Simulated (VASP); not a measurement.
Method: PBE GGA with D3 dispersion (Becke-Johnson damping), VASP's PBE PAW potentials (set 64) (plane waves; VASP).

The input files of a VASP run:

File POSCAR:
```
KF
1
    0.0000000000     2.6735000000     2.6735000000
    2.6735000000     0.0000000000     2.6735000000
    2.6735000000     2.6735000000     0.0000000000
K F
1 1
Direct
  0.0000000000   0.0000000000   0.0000000000
  0.5000000000   0.5000000000   0.5000000000
```

**KPOINTS**
```
Automatic mesh
0
Gamma
  11 11 11
0 0 0
```

INCAR:
```
# general
SYSTEM  = KF
PREC    = Accurate
ENCUT   = 520
LREAL   = .FALSE.
LASPH   = .TRUE.
NBANDS  = 36

# electronic loop
EDIFF   = 1E-7
NELM    = 100
ALGO    = Normal

# smearing
ISMEAR  = 0
SIGMA   = 0.01

# functional
GGA     = PE
IVDW    = 12

# output
LWAVE   = .FALSE.
LCHARG  = .FALSE.
NEDOS   = 1001

# other
LOPTICS = .TRUE.
CSHIFT  = 0.1
```

POTCAR, in this order: K_sv F (PBE.64 set). Program: vasp_std.

The run wrote:

OUTCAR:
```
 ion  position               nearest neighbor table
   1  0.000  0.000  0.000-   2 2.67   2 2.67   2 2.67   2 2.67   2 2.67   2 2.67
   2  0.500  0.500  0.500-   1 2.67   1 2.67   1 2.67   1 2.67   1 2.67   1 2.67
  LATTYP: Found a face centered cubic cell.
 ALAT       =     5.3470000000
 Subroutine PRICEL returns:
 Original cell was already a primitive cell.
 Subroutine GETGRP returns: Found 48 space group operations
The static configuration has the point symmetry O_h .
The dynamic configuration has the point symmetry O_h .
 Subroutine INISYM returns: Found 48 space group operations
 Subroutine IBZKPT returns following result:
 Found     56 irreducible k-points:

 Following reciprocal coordinates:
            Coordinates               Weight
  0.000000  0.000000  0.000000      1.000000
  0.090909  0.000000  0.000000      8.000000
  0.181818  0.000000  0.000000      8.000000
  0.272727  0.000000  0.000000      8.000000
  0.363636  0.000000  0.000000      8.000000
  0.454545  0.000000  0.000000      8.000000
  0.090909  0.090909  0.000000      6.000000
  0.181818  0.090909  0.000000     24.000000
  0.272727  0.090909  0.000000     24.000000
...
```

OSZICAR:
```
       N       E                     dE             d eps       ncg     rms          rms(c)
DAV:   1     0.135763395529E+03    0.13576E+03   -0.66427E+03  4040   0.430E+02
DAV:   2    -0.487712226473E+01   -0.14064E+03   -0.11839E+03  4768   0.155E+02
DAV:   3    -0.949992884728E+01   -0.46228E+01   -0.45858E+01  5276   0.266E+01
DAV:   4    -0.955413159435E+01   -0.54203E-01   -0.54162E-01  4792   0.270E+00
DAV:   5    -0.955482043816E+01   -0.68884E-03   -0.68881E-03  4740   0.297E-01    0.632E+00
DAV:   6    -0.832176649983E+01    0.12331E+01   -0.89273E-01  4624   0.615E+00    0.424E+00
DAV:   7    -0.829291530578E+01    0.28851E-01   -0.60526E-02  5036   0.105E+00    0.213E+00
DAV:   8    -0.828746177987E+01    0.54535E-02   -0.37958E-02  4616   0.880E-01    0.277E-01
DAV:   9    -0.828987676978E+01   -0.24150E-02   -0.19324E-03  5040   0.209E-01    0.124E-01
DAV:  10    -0.829072877717E+01   -0.85201E-03   -0.33469E-04  4480   0.943E-02    0.682E-02
DAV:  11    -0.829077616983E+01   -0.47393E-04   -0.31854E-05  4804   0.351E-02    0.295E-02
DAV:  12    -0.829079050901E+01   -0.14339E-04   -0.76980E-06  4464   0.140E-02    0.381E-03
DAV:  13    -0.829079108366E+01   -0.57465E-06   -0.75618E-07  4792   0.426E-03    0.148E-03
DAV:  14    -0.829079101539E+01    0.68271E-07   -0.51677E-08  4488   0.118E-03
   1 F= -.86066562E+01 E0= -.86066562E+01  d E =-.287978E-37
 imaginary and real dielectric function
```

### OUTCAR
```
------------------------ aborting loop because EDIFF is reached ----------------------------------------
 Edisp (eV)   -0.31587
  FORCE on cell =-STRESS in cart. coord.  units (eV):
  Direction    XX          YY          ZZ          XY          YZ          ZX
  --------------------------------------------------------------------------------------
  Total       0.00799     0.00799     0.00799    -0.00000     0.00000     0.00000
  in kB       0.33478     0.33478     0.33478    -0.00000     0.00000     0.00000
  external pressure =        0.33 kB  Pullay stress =        0.00 kB
  volume of cell :       38.22
      direct lattice vectors                 reciprocal lattice vectors
     0.000000000  2.673500000  2.673500000    -0.187020759  0.187020759  0.187020759
     2.673500000  0.000000000  2.673500000     0.187020759 -0.187020759  0.187020759
     2.673500000  2.673500000  0.000000000     0.187020759  0.187020759 -0.187020759
  FREE ENERGIE OF THE ION-ELECTRON SYSTEM (eV)
  ---------------------------------------------------
  free  energy   TOTEN  =        -8.6066561671 eV

  energy  without entropy=       -8.6066561671  energy(sigma->0) =       -8.60665617

 plasma frequency squared (from intraband transitions) (eV^2)
  --------------------------------------------------------------------------------------
       0.000      -0.000       0.000
      -0.000       0.000      -0.000
       0.000      -0.000       0.000

 plasma frequency squared (from interband transitions, int dw w eps(2)(w)) (eV^2)
  --------------------------------------------------------------------------------------
     375.100       0.000       0.000      -0.000      -0.000       0.000
       0.000       0.000     375.100       0.000       0.000      -0.000
      -0.000      -0.000       0.000       0.000     375.100       0.000
```
(Selected blocks of OUTCAR.)

The structure comes from a measured KF entry (Fm-3m) of the Crystallography Open Database, whose conditions weren't checked. The cell was not relaxed at this level.
